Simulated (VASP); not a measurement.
A convergence study with VASP on Zr (hcp): one setting is varied, all else stays as given below, so the limit is that of these other settings. Each run relaxes cell and ions from the cell shown.

```
Zr
1.0
    1.61500    -2.79726     0.00000
    1.61500     2.79726     0.00000
    0.00000     0.00000     5.15000
Zr
2
Direct
  0.33333   0.66667   0.25000
  0.66667   0.33333   0.75000
```

These are PBEsol GGA, VASP's PBE PAW potentials (set 64) (plane waves; VASP) values and carry that method's errors. The tightest run used: 550 eV cut-off, 18×18×10 Γ-centred mesh, first-order Methfessel-Paxton smearing of 0.10 eV, potentials Zr_sv.

The settings run are 2×2×1 mesh; 3×3×2 mesh; 4×4×2 mesh; 5×5×3 mesh; 6×6×3 mesh; 7×7×4 mesh; 8×8×4 mesh; 9×9×5 mesh; 10×10×5 mesh; 12×12×6 mesh; 13×13×7 mesh; 14×14×7 mesh; 15×15×8 mesh; 16×16×9 mesh; 17×17×9 mesh; 18×18×10 mesh. From which on does the relaxed volume stay within 0.1 Å³/atom of the tightest run?

From 9×9×5 mesh on: it is off by 0.010 there and by no more than 0.1 in any finer run, while 8×8×4 mesh is off by 0.125.
| setting | relaxed volume (Å³/atom) | E (eV/atom) | irreducible k-points | difference judged (Å³/atom) |
|---|---|---|---|---|
| 2×2×1 mesh | 21.883 | -9.9921 | 2 | 0.589 |
| 3×3×2 mesh | 22.027 | -9.1436 | 6 | 0.445 |
| 4×4×2 mesh | 22.703 | -9.0428 | 8 | 0.231 |
| 5×5×3 mesh | 22.550 | -9.0821 | 10 | 0.078 |
| 6×6×3 mesh | 22.502 | -9.0470 | 14 | 0.030 |
| 7×7×4 mesh | 22.510 | -9.0766 | 24 | 0.038 |
| 8×8×4 mesh | 22.597 | -9.0852 | 30 | 0.125 |
| 9×9×5 mesh | 22.482 | -9.0836 | 36 | 0.010 |
| 10×10×5 mesh | 22.464 | -9.0849 | 42 | 0.008 |
| 12×12×6 mesh | 22.496 | -9.0800 | 76 | 0.024 |
| 13×13×7 mesh | 22.471 | -9.0807 | 84 | 0.001 |
| 14×14×7 mesh | 22.473 | -9.0821 | 96 | 0.001 |
| 15×15×8 mesh | 22.466 | -9.0816 | 135 | 0.006 |
| 16×16×9 mesh | 22.483 | -9.0821 | 150 | 0.011 |
| 17×17×9 mesh | 22.474 | -9.0817 | 165 | 0.002 |
| 18×18×10 mesh | 22.472 | -9.0810 | 222 | 0.000 |

Left out are rungs that failed or repeat a setting and relaxations that didn't move; long series are thinned to 24 rows.

The compound is Zr in the hcp structure.
